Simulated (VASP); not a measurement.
Output of a VASP run:

OSZICAR:
```
       N       E                     dE             d eps       ncg     rms          rms(c)
DAV:   1    -0.353339579851E+00   -0.35334E+00   -0.84845E+02  1500   0.328E+02
DAV:   2    -0.262506003359E+01   -0.22717E+01   -0.20781E+01  1885   0.319E+01
DAV:   3    -0.264550299748E+01   -0.20443E-01   -0.20396E-01  1925   0.366E+00
DAV:   4    -0.264556846595E+01   -0.65468E-04   -0.65467E-04  1945   0.201E-01
DAV:   5    -0.264556889422E+01   -0.42827E-06   -0.42801E-06  1960   0.133E-02    0.156E+00
DAV:   6    -0.263667172853E+01    0.88972E-02   -0.12023E-03  1700   0.318E-01    0.913E-01
DAV:   7    -0.263014725889E+01    0.65245E-02   -0.31599E-03  1610   0.536E-01    0.150E-01
DAV:   8    -0.263014794385E+01   -0.68495E-06   -0.33719E-05  2295   0.478E-02    0.191E-02
DAV:   9    -0.263014775338E+01    0.19047E-06   -0.22324E-07  1780   0.371E-03    0.180E-03
DAV:  10    -0.263014763014E+01    0.12324E-06   -0.31354E-08  1330   0.131E-03    0.757E-04
DAV:  11    -0.263014760719E+01    0.22955E-07   -0.17110E-09   965   0.361E-04
   1 F= -.26301476E+01 E0= -.26302837E+01  d E =0.408258E-03
```

File OUTCAR:
```
------------------------ aborting loop because EDIFF is reached ----------------------------------------
  FORCE on cell =-STRESS in cart. coord.  units (eV):
  Direction    XX          YY          ZZ          XY          YZ          ZX
  --------------------------------------------------------------------------------------
  Total        0.0250918      0.0250918      0.0250918     -0.0000000      0.0000000     -0.0000000
  in kB        2.4660022      2.4660022      2.4660022     -0.0000000      0.0000000     -0.0000000
  external PRESSURE =       2.4660022 kB  Pullay stress =       0.0000000 kB
  volume of cell :       16.30
      direct lattice vectors                 reciprocal lattice vectors
     0.000000000  2.012516649  2.012516649    -0.248445150  0.248445150  0.248445150
     2.012516649  0.000000000  2.012516649     0.248445150 -0.248445150  0.248445150
     2.012516649  2.012516649  0.000000000     0.248445150  0.248445150 -0.248445150
 POSITION                                       TOTAL-FORCE (eV/Angst)
 -----------------------------------------------------------------------------------
      0.00000      0.00000      0.00000         0.000000      0.000000      0.000000
 -----------------------------------------------------------------------------------
    total drift:                               -0.000000      0.000000     -0.000000
  FREE ENERGIE OF THE ION-ELECTRON SYSTEM (eV)
  ---------------------------------------------------
  free  energy   TOTEN  =        -2.6301476072 eV

  energy  without entropy=       -2.6305558651  energy(sigma->0) =       -2.63028369
```
(Selected blocks of OUTCAR.)

POSCAR:
```
Al
1
    0.0000000000     2.0125166492     2.0125166492
    2.0125166492     0.0000000000     2.0125166492
    2.0125166492     2.0125166492     0.0000000000
Al
1
Direct
  0.0000000000   0.0000000000   0.0000000000
```

Write an INCAR and KPOINTS that could have produced this output.

Several could match; the one computed here: the input of the run itself, vdW-DF-cx, plane waves, VASP's PBE PAW potentials (set 64).

File KPOINTS:
```
Automatic
0
G
 16 16 16
```

INCAR:
```
# general
SYSTEM  =Al
PREC    =Accurate
ENCUT   =520
LREAL   =.FALSE.   # projection in real space or not
LASPH   =.TRUE.   # aspherical one-centre terms

# electronic loop
EDIFF   =1E-7
NELM    =100
ALGO    =Normal

# smearing
ISMEAR  =1
SIGMA   =0.1   # width (eV)

# functional
GGA     =CX
LUSE_VDW=.TRUE.
AGGAC   =0.0

# ions
ISIF    =2

# output
LWAVE   =.FALSE.
LCHARG  =.FALSE.
```

POTCAR, in this order: Al (PBE.64 set). Program: vasp_std.

The compound is Al in the fcc structure. It was relaxed first.
